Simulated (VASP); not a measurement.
Given:

```
CsPbCl3
1.0
    5.27528     0.00000     0.00000
    0.00000     5.27528     0.00000
    0.00000     0.00000     5.27528
Cs Pb Cl
1 1 3
Direct
  0.00000   0.00000   0.00000
  0.50000   0.50000   0.50000
  0.50000   0.00000   0.50000
  0.00000   0.50000   0.50000
  0.50000   0.50000   0.00000
```

All values below come from PBE GGA, VASP's PBE PAW potentials (set 64) (plane waves; VASP). Numerical set-up: 500 eV cut-off, 4×4×4 Γ-centred mesh, Gaussian smearing of 0.050 eV, potentials Cs_sv Pb_d Cl.

Energy and stress use the plane-wave basis of the starting cell.

Task: The ions, cell shape and volume at an external pressure of 20.0 GPa are relaxed. Give the cell that the relaxation ends in.

Result: 
```
CsPbCl3
1.0
    5.05393     0.00000     0.00000
    0.00000     5.05393     0.00000
    0.00000     0.00000     5.05393
Cs Pb Cl
1 1 3
Cartesian
  0.00000   0.00000   0.00000
  2.52696   2.52696   2.52696
  2.52696   0.00000   2.52696
  0.00000   2.52696   2.52696
  2.52696   2.52696   0.00000
```
Space group Pm-3m (221), at a tolerance of 0.03 Å.

Task: How do energy and volume change from the first to the last step?

Result: The energy (σ→0) changes by +322.4 meV/atom and the volume by -12.1 %, in 4 ionic steps.

The compound is CsPbCl3 in the cubic perovskite structure, the ideal cubic form; the compound distorts at low or room temperature. This run relaxes it under an external pressure of 20 GPa. Symmetry was kept, so distortions that lower it aren't found. The k-mesh is coarse (spacing up to 0.31 per Å, 2π included), so the numbers may not be converged in it.
